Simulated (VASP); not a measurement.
Here is the system:

```
CELL_PARAMETERS angstrom
      3.10788     0.00000     0.00000
     -1.55394     2.69150     0.00000
      0.00000     0.00000    22.22050
ATOMIC_POSITIONS crystal
  Ta 0.66667 0.33333 0.22502
  Ta 0.33333 0.66667 0.33666
  Ta 0.66667 0.33333 0.44418
  Ta 0.33333 0.66667 0.55582
  Ta 0.66667 0.33333 0.66334
  Ta 0.33333 0.66667 0.77498
  N  0.00000 0.00000 0.28084
  N  0.00000 0.00000 0.50000
  N  0.00000 0.00000 0.71916
```

Method: PBE GGA, VASP's PBE PAW potentials (set 64) (plane waves; VASP 6.6.1). Settings: 400 eV cut-off, 8×8×1 Γ-centred mesh, Gaussian smearing of 0.10 eV, potentials Ta_pv N.

At this cut-off the stress carries a Pulay error, which pulls relaxed volumes low. The cell holds a wide vacuum, so values per volume refer to the whole cell.

Problem. Which forces act on the atoms, in eV/Å?

Solution. 
```tsv
atom	Fx	Fy	Fz
Ta1	0.000	0.000	0.561
Ta2	0.000	0.000	-0.371
Ta3	0.000	0.000	-0.126
Ta4	0.000	0.000	0.126
Ta5	0.000	0.000	0.371
Ta6	0.000	0.000	-0.561
N7	0.000	0.000	-0.121
N8	0.000	0.000	0.000
N9	0.000	0.000	0.121
```

Problem. Give the stress tensor in GPa (positive for a compressed cell).

Solution. 
```
-4.14   0.00   0.00
 0.00  -4.14   0.00
 0.00   0.00  -3.61
```
The pressure is its mean diagonal, -3.97 GPa.

The cell is a sheet with vacuum, built from a database entry that may be metastable or hypothetical.
